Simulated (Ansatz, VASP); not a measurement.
CuAs in VASP and in Ansatz

INCAR

```
SYSTEM = CuAs
PREC = Accurate ; ENCUT = 520
EDIFF = 1E-6 ; ISMEAR = 0
SIGMA = 0.15 ; LREAL = .False.
LASPH = .True. ; NELM = 60
ALGO = Normal ; ISIF = 2
LWAVE = .False. ; LCHARG = .False.
GGA = CA ; NBANDS = 24
```

The input KPOINTS:

```
regular mesh
0
Gamma
  12 12 8
  0 0 0
```

File POSCAR:

```
CuAs
1.0
    3.5151000000      0.0000000000      0.0000000000
   -1.7575500000      3.0441658968      0.0000000000
    0.0000000000      0.0000000000      5.2467000000
Cu As
2 2
Direct
    0.0000000000      0.0000000000      0.5000000000
    0.0000000000      0.0000000000      0.0000000000
    0.6666666667      0.3333333333      0.7500000000
    0.3333333333      0.6666666667      0.2500000000
```

Input for Ansatz:

```yaml
crystal:
  lattice:
    - [3.5151, 0.0, 0.0]
    - [-1.75755, 3.0441658968, 0.0]
    - [0.0, 0.0, 5.2467]
  atoms:
    - { symbol: Cu, position: [0.0, 0.0, 0.5] }
    - { symbol: Cu, position: [0.0, 0.0, 0.0] }
    - { symbol: As, position: [0.6666666667, 0.3333333333, 0.75] }
    - { symbol: As, position: [0.3333333333, 0.6666666667, 0.25] }
basis:
  ecutwfc: 520.0
kpoints:
  mp_grid: { grid: [12, 12, 8] }
hamiltonian:
  xc: lda
scf:
  occupations: { method: gaussian, width: 0.15 }
output:
  forces: true
  stress: true
  eigenvalues: true
```

Alike in both runs: task single point; functional LDA; k mesh 12 × 12 × 8; occupations gaussian, width 0.15 eV; no spin polarisation.

|  | VASP | Ansatz |
| --- | --- | --- |
| version | VASP 6.6.1 | Ansatz 0.2.0 |
| potentials or method | VASP PAW LDA potentials, release 64 (Cu, As) | scalar-relativistic, plane waves, PAW |
| plane-wave cutoff (eV) | 520 | 520 |
| valence electrons in the cell | 32 | 68 |

Ansatz gave:

| Property | Result |
| --- | --- |
| gap on the k mesh at the Fermi level (eV) | none |
| pressure (GPa) | 11.1 |
| largest component of the traceless stress (GPa) | 9.15 |

Question: Estimate VASP's values.

Answer: gap on the k mesh at the Fermi level (eV): none; pressure (GPa): 11.8; largest component of the traceless stress (GPa): 9.08.

A gap of «none» marks a metal or a gap that the smearing closes. The two sets of potentials don't hold the same shells in valence.
